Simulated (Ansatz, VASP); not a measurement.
# HfO2 (1T-HfO2 monolayer): VASP beside Ansatz

Aim: how closely do two programs agree when they are given the same cell, functional and k mesh? Of the first pair: The structure shown is the start of the Ansatz relaxation below; VASP solves that cell, so the two are compared at the walk's first step.

Calculated with Ansatz 0.2.0; plane waves, with VASP 6.6.1 beside it; PBE with D3(BJ).

**1. The starting structure**

The cell holds 3 atoms: 2 O and 1 Hf. Its edges and angles: a = 3.240 Å, b = 3.240 Å, c = 36.019 Å, α = 90.0°, β = 90.0°, γ = 120.0°. Vacuum lies along c.

**2. Ansatz: relaxation, PBE with D3(BJ)**

Ansatz runs on its default PAW (the set named soft_2) files.

The two programs are compared at the cell with which this relaxation starts, whose forces are those of its first step.

File input.yaml:

```yaml
crystal:
  lattice:
    - [3.24, 0.0, 0.0]
    - [-1.62, 2.8059223083, 0.0]
    - [0.0, 0.0, 36.018590874]
  atoms:
    - { symbol: O, position: [0.6666666667, 0.3333333333, 0.4650376262] }
    - { symbol: Hf, position: [0.0, 0.0, 0.5] }
    - { symbol: O, position: [0.3333333333, 0.6666666667, 0.5349623738] }
  periodic: [true, true, false]
kpoints:
  mp_grid: { grid: [12, 12, 1] }
hamiltonian:
  xc: pbe
  dispersion: d3bj
scf:
  occupations: { method: fermi_dirac, width: 0.05 }
  convergence: { dr2_threshold: 1.0e-09 }
relax:
  f_tol: 0.004
  max_steps: 90
  cell: {}
output:
  write_potential: true
  write_density: true
  volumetric_format: npy
```

Launch:

```console
$ ansatz run input.yaml --threads 2 --pin off --max-ram 3072MiB --backend cpu --events-out ev --progress --plain --runs-dir out
```

Numbers of over 12 decimals in the logs are rounded to 6 here.

Output:

```text
Warning: relax.cell: scf.convergence.dr2_threshold = 1e-9 eV is looser than the 1.91430159869e-10 eV advised for a relaxation that steers and ends on the stress (1e-10 eV for each atom of the cell: 3, times the square of relax.cell.stress_2d_tol = 0.05 N/m over 12.5 Å (the atoms' height at the walk's start and 5 Å past either face), 3.994e-2 GPa, over a crystal's default 0.05). What an SCF threshold leaves in a stress goes as its square root, and in the free energy as the threshold itself, and one threshold admits the most on a small cell: [figures from the program's tests cut] Set scf.convergence.dr2_threshold to 1.91430159869e-10 eV or tighter. [rest of the remark cut]
Engine: ansatz 0.2.0, aarch64-unknown-linux-gnu
Pseudopotentials: kind: paw
Pseudopotential: O, paw, valence charge 6, recommended cutoff 420 eV (normal), O.paw.azcp
Pseudopotential: Hf, paw, valence charge 26, recommended cutoff 420 eV (normal), Hf.paw.azcp
Functional definition: PBE
  parameter kappa = 0.804
  parameter beta = 0.066725
  exchange = pbe_x(kappa = kappa, mu = beta*pi^2/3)
  correlation = pbe_c(beta = beta)
Crystal: 3 atoms, lattice volume = 327.452 Å³
Basis set: ecut = 420 eV, 6517 PW (Γ), exchange–correlation on 48×48×486 points (8 copies of the dense FFT grid, shifted against one another)
Bands: 23, of which v1, the nominal top of the filled ones, is band 19 counted from 1 (18 counted from 0)
Symmetry: 12 space group operations
Space group: P-3m1 (ITA 164), of the structure as read, at distance tolerance 6.9e-5 Å
k-points: 19 of 144
Non-local potential: O, projectors of the file, l = 0: 2, l = 1: 2, l = 2: 1
Non-local potential: Hf, projectors of the file, l = 0: 3, l = 1: 2, l = 2: 2, l = 3: 3
PAW form: soft (Blöchl's): semilocal exchange-correlation on the pseudo side does not see the compensation charge
PAW one-centre angular grid: O, 110 points (default); XC on 64 Gauss nodes
PAW one-centre angular grid: Hf, 590 points (default); XC on 64 Gauss nodes
Initial density: superposition of atomic densities (neutral atoms: chi_scale 0, normalization atom), corrected by the library's trained network
Initial wavefunctions: pseudopotential atomic-orbital guess
Functional: x = pbe(κ = 0.804, μ = 0.219515), c = pbe(β = 0.066725)
SCF iter   1: F=—  HF=-16860.073002 eV  |F-HF|=—  |Δ(HF+E_count)|=         —  Δρ=1.77e-3  dr2=1.37e-2  ethr=1.77e-3  ⟨swp⟩=12.3  Hψ=3138  notcnv=0
preconditioner: auto → Resta (q_TF=auto, 1.905 Å⁻¹)  ε∞=1.5  [insulator: Δε(μ)=3.186 eV  Ē_g=17.059 eV  σ=0.050 eV  W_gap=1.00  n_scr=20 (ndim 8)  ℏωp=12.3 eV  f_vac=0.850  D(μ)=0.00/eV (n_scr^D=0)  ε∞_Penn≈1.5  vacuum switching on, ρ_ref=2.1e-2 e/Å³]
SCF iter   2: F=—  HF=-16860.073598 eV  |F-HF|=—  |Δ(HF+E_count)|=   5.96e-4  Δρ=1.75e-3  dr2=1.01e-2  ethr=3.62e-5  ⟨swp⟩=3.6  Hψ=1272  notcnv=0
SCF iter   3: F=—  HF=-16860.071734 eV  |F-HF|=—  |Δ(HF+E_count)|=   1.86e-3  Δρ=4.22e-4  dr2=4.99e-4  ethr=2.65e-5  ⟨swp⟩=2.9  Hψ=838  notcnv=0
SCF iter   4: F=—  HF=-16860.072306 eV  |F-HF|=—  |Δ(HF+E_count)|=   5.73e-4  Δρ=8.53e-5  dr2=1.73e-5  ethr=1.31e-6  ⟨swp⟩=3.6  Hψ=1079  notcnv=0
SCF iter   5: F=—  HF=-16860.072381 eV  |F-HF|=—  |Δ(HF+E_count)|=   7.44e-5  Δρ=1.43e-5  dr2=4.17e-7  ethr=4.54e-8  ⟨swp⟩=3.5  Hψ=904  notcnv=0
SCF iter   6: F=—  HF=-16860.072418 eV  |F-HF|=—  |Δ(HF+E_count)|=   3.74e-5  Δρ=3.58e-6  dr2=2.30e-8  ethr=1.10e-9  ⟨swp⟩=3.7  Hψ=1119  notcnv=0
SCF iter   7: F=—  HF=-16860.072418 eV  |F-HF|=—  |Δ(HF+E_count)|=   1.09e-7  Δρ=5.94e-7  dr2=7.86e-10  ethr=2.63e-12  ⟨swp⟩=11.9  Hψ=4834  notcnv=0
SCF iter   8: F=-16860.072418 eV  HF=-16860.072418 eV  |F-HF|=4.29e-10  |Δ(HF+E_count)|=   4.30e-9  Δρ=2.18e-7  dr2=1.18e-10  ethr=2.07e-12  ⟨swp⟩=11.1  Hψ=3409  notcnv=0
SCF 1 converged in 8 iterations: F = -16860.072418 eV  dr2 = 1.18e-10
  greatest PAW one-centre occupation: 0.999 electrons in one spin orbital (limit 2), on the Hf atom at site 1 (counted from 0), in its partial waves of l = 0
relax step   1: F+E_penalty+E_count = -16860.07241832 eV  Δ(F+E_penalty+E_count) = +0.000e0 eV  max|allowed force component| = 4.062e0 eV/Å  Δτ_max = 0.0000 Å  P = -7.568 N/m  Ω = 327.452 Å³  fix = [c, alpha, beta]  reactions: c -0.000 N/m  (8 SCF iters, accepted)
[...]
relax step   4: F+E_penalty+E_count = -16861.31487301 eV  Δ(F+E_penalty+E_count) = -1.102e-2 eV  max|allowed force component| = 3.350e-2 eV/Å  Δτ_max = 0.0159 Å  P = -0.135 N/m  Ω = 328.084 Å³  energy of the carried Pulay correction = -3.343e-4 eV  fix = [c, alpha, beta]  reactions: c -0.000 N/m  (8 SCF iters, accepted)
[...]
relax step   5: F+E_penalty+E_count = -16861.31502013 eV  Δ(F+E_penalty+E_count) = -1.471e-4 eV  max|allowed force component| = 1.268e-3 eV/Å  Δτ_max = 0.0015 Å  P = -0.004 N/m  Ω = 327.940 Å³  energy of the carried Pulay correction = -2.582e-4 eV  fix = [c, alpha, beta]  reactions: c -0.000 N/m  (6 SCF iters, accepted)
[...]
relax step   6: F+E_penalty+E_count = -16861.31524467 eV  Δ(F+E_penalty+E_count) = -2.245e-4 eV  max|allowed force component| = 1.221e-3 eV/Å  Δτ_max = 0.0000 Å  P = +0.011 N/m  Ω = 327.940 Å³  fix = [c, alpha, beta]  reactions: c +0.000 N/m  stress off target by 1.10e-2 N/m on what of the cell is left free  SCF on the basis re-selected at this cell (its energy is not comparable with the rows above)  (4 SCF iters)
basis re-selected at this cell: Δ(F+E_penalty+E_count) = -2.245e-4 eV, ΔP = +0.015 N/m vs the last step (what re-selecting the basis moved, of the pressure what is left beyond the Pulay correction that the steps carried, after the strain that the cell walked since its last selection, with what the two solves' SCF thresholds leave and, on support functions, any second-order correction that the steps lacked; it is no m [...]
WARN: The output density's exchange-correlation potential varies sharply where the density is thin. Do not read a vacuum level from v_tot or v_xc, or from such a field of the output density. On a cell that repeats whose density bears no net charge and no dipole along the vacuum's axis use v_es (v_loc + v_h of the components); under efield.dipole_correction with no amplitude use v_es + v_field, which holds any externa [...]
SCF converged after 4 iterations
Free energy (F): -16861.315245 eV
Harris-Foulkes:  -16861.315238 eV  (|F-HF|=6.85e-6)
Internal energy: -16861.315245 eV  (E = F + TS)
E sigma→0 (E₀):  -16861.315245 eV
Fermi energy:    -5.424931 eV
--- Per-component energies (eV) ---
  E_band       = -817.363621
  E_kinetic    = 770.138709
  E_local      = -123235.227659  (includes V_loc(G=0)·N_el)
  E_nonlocal   = -1147.055016
  E_hartree    = 60947.551502
  E_xc         = -447.072556
  E_vxc        = -453.720609  (∫ρ·V_xc dr)
  E_paw        = -7243.289673  (= ΣΔE_a)
  E_vpaw       = 1353.390879  (= ΣTr[D̂ρ^β])
  E_aug_tail   = 0.004923  (compensation charges beyond the density's cutoff)
  E_ewald      = 53493.955358
  E_disp       = -0.320833  (pairwise vdW)
  E_smearing   = -0.000000  (= −TS)
  E_closure    = 0.000000  (closes the sum)
  Σ components = -16861.315245   (vs F -16861.315245, Δ=0.00e0)
--- Forces (eV/Å), atoms counted from 1 ---
  atom   1  O      0.00000000     0.00000000     0.00122101
  atom   2  Hf     0.00000000    -0.00000000     0.00000000
  atom   3  O     -0.00000000    -0.00000000    -0.00122101
  max |Σ_I F_I| component: 4.63e-18 eV/Å
--- 2D stress c σ (N/m, compression-positive) ---
        0.011050       0.000000       0.000000
       -0.000000       0.011050       0.000000
        0.000000       0.000000       0.000000
  P = ½ c Tr σ = 0.0110 N/m
--- Band table (eV; the first three rows and the last of 19) ---
  k-point 0: bands = [... 15 lower, -11.0955, -8.4557, -8.0732, -8.0732, -2.7112, -2.7112, -2.3371, -0.5455]
  k-point 1: bands = [... 15 lower, -11.0134, -8.4275, -8.2970, -8.1755, -2.7219, -2.5456, -2.1230, -0.4768]
  k-point 2: bands = [... 15 lower, -10.8054, -9.0366, -8.4181, -8.1074, -2.7842, -2.1235, -1.6911, -0.3267]
  k-point 18: bands = [... 15 lower, -10.7144, -8.9602, -8.9602, -8.5223, -2.7746, -1.4492, -1.4492, 2.1783]
--- Relaxed structure (5 steps of the walk, 5 accepted, 1 SCFs on fresh bases) ---
  F+E_penalty+E_count = -16861.31524467 eV   max|allowed force component| = 1.221e-3 eV/Å   (the final SCF, on the basis selected at the relaxed cell)
  cell:  # Å, volume = 327.9400 Å³
    - [3.242414, 0, 0]
    - [-1.621207, 2.808013, 0]
    - [0, 0, 36.018590874]
  atoms:
    - { symbol: O, position: [0.666667, 0.333333, 0.472975] }
    - { symbol: Hf, position: [0, 0, 0.5] }
    - { symbol: O, position: [0.333333, 0.666667, 0.527025] }
```

In the SCF lines HF is the Harris–Foulkes energy and dr2 the Hartree energy of the density residual, in eV; the loop may stop once dr2 is under the threshold and the program's other checks hold. Hψ counts applications of the Hamiltonian.

**3. VASP: single point, PBE with D3(BJ), start cell, pair 1**

The same cell, functional, mesh and smearing now go to VASP, with its own data sets.

Lines of VASP's logs that name or quote its potential files are left out, and so is its time.

File INCAR:

```
SYSTEM = HfO2
PREC = Accurate
ENCUT = 520
EDIFF = 1E-06
NELM = 120
ISMEAR = -1
SIGMA = 0.05
LREAL = .FALSE.
ALGO = Normal
GGA = PE
IVDW = 12
NBANDS = 17
LASPH = .TRUE.
LORBIT = 11
LWAVE = .FALSE.
LCHARG = .FALSE.
ISIF = 2
LDIPOL = .TRUE.
IDIPOL = 3
DIPOL = 0.5 0.5 0.5
LVHAR = .TRUE.
GGA_COMPAT = .FALSE.
EFERMI = MIDGAP
NELMDL = -8
```

File POSCAR:

```
HfO2
1.0
    3.2400000000      0.0000000000      0.0000000000
   -1.6200000000      2.8059220000      0.0000000000
    0.0000000000      0.0000000000     36.0185910000
O Hf
2 1
Direct
    0.6666666667      0.3333333333      0.4650376246
    0.3333333333      0.6666666667      0.5349623754
    0.0000000000      0.0000000000      0.5000000000
```

File KPOINTS:

```
Automatic mesh
0
Gamma
12 12 1
0 0 0
```

PAW data sets: O and Hf_pv (PBE family, release 64).

Launch:

```console
$ mpirun -np 1 vasp_std
```

Output:

```text
[banner, memory and clock lines left out]
running    1 mpi-ranks, on    1 nodes
 distrk:  each k-point on    1 cores,    1 groups
 distr:  one band on    1 cores,    1 groups

 POSCAR found type information on POSCAR O Hf
 POSCAR found :  2 types and       3 ions
 LDA part: xc-table for (Slater+PW92), standard interpolation
 POSCAR, INCAR and KPOINTS ok, starting setup
 FFT: planning ... GRIDC
 FFT: planning ... GRID_SOFT
 FFT: planning ... GRID
 WAVECAR not read
 entering main loop
       N       E                     dE             d eps       ncg     rms          rms(c)
DAV:   1     0.131847097736E+03    0.13185E+03   -0.98112E+03   854   0.923E+02
DAV:   2    -0.121542851617E+02   -0.14400E+03   -0.13553E+03   945   0.188E+02
DAV:   3    -0.334437165125E+02   -0.21289E+02   -0.21213E+02   766   0.774E+01
DAV:   4    -0.338522023690E+02   -0.40849E+00   -0.40704E+00   993   0.116E+01
DAV:   5    -0.338568126972E+02   -0.46103E-02   -0.46061E-02   874   0.111E+00
DAV:   6    -0.338569464631E+02   -0.13377E-03   -0.13372E-03   919   0.172E-01
DAV:   7    -0.338569518490E+02   -0.53859E-05   -0.53838E-05   907   0.310E-02
DAV:   8    -0.338569520787E+02   -0.22969E-06   -0.22953E-06   867   0.630E-03    0.388E+01
DAV:   9    -0.289909178450E+02    0.48660E+01   -0.33810E+01   800   0.333E+01    0.424E+01
DAV:  10    -0.289237167530E+02    0.67201E-01   -0.13371E+00   780   0.692E+00    0.434E+01
DAV:  11    -0.292133502923E+02   -0.28963E+00   -0.18249E-01   919   0.358E+00    0.804E+01
DAV:  12    -0.286005708663E+02    0.61278E+00   -0.47641E+00   802   0.148E+01    0.241E+01
DAV:  13    -0.285197573488E+02    0.80814E-01   -0.22335E-01   844   0.326E+00    0.132E+01
DAV:  14    -0.285046860627E+02    0.15071E-01   -0.44789E-02   917   0.148E+00    0.290E+00
[...]
DAV:  22    -0.285030294334E+02   -0.56831E-04   -0.25924E-06   826   0.631E-03    0.934E-03
DAV:  23    -0.285030510339E+02   -0.21600E-04   -0.73812E-07   763   0.368E-03    0.594E-03
DAV:  24    -0.285030633577E+02   -0.12324E-04   -0.20887E-07   654   0.202E-03    0.280E-03
DAV:  25    -0.285030737989E+02   -0.10441E-04   -0.21803E-07   676   0.153E-03    0.403E-03
DAV:  26    -0.285030769604E+02   -0.31615E-05   -0.70179E-08   623   0.135E-03    0.364E-03
DAV:  27    -0.285030781565E+02   -0.11961E-05   -0.13818E-08   632   0.542E-04    0.256E-03
DAV:  28    -0.285030792754E+02   -0.11189E-05   -0.25793E-08   662   0.667E-04    0.990E-04
DAV:  29    -0.285030795437E+02   -0.26828E-06   -0.21211E-09   565   0.222E-04
   1 F= -.28814109E+02 E0= -.28814109E+02  d E =-.502592E-14
```

[end of part 1 of 2]

[Lines on the potential files, build, host, timing and source positions are cut from VASP's logs without a mark.]

[Logs are printed without paths, hosts, clocks, repeated set-up lines and the standing remarks that a program may print on its own settings, such as how far it seeks lower states.]

[Hosts, paths, dates, database ids (printed as entryN), source tags and the programs' standing remarks are cut or masked in the printed files.]
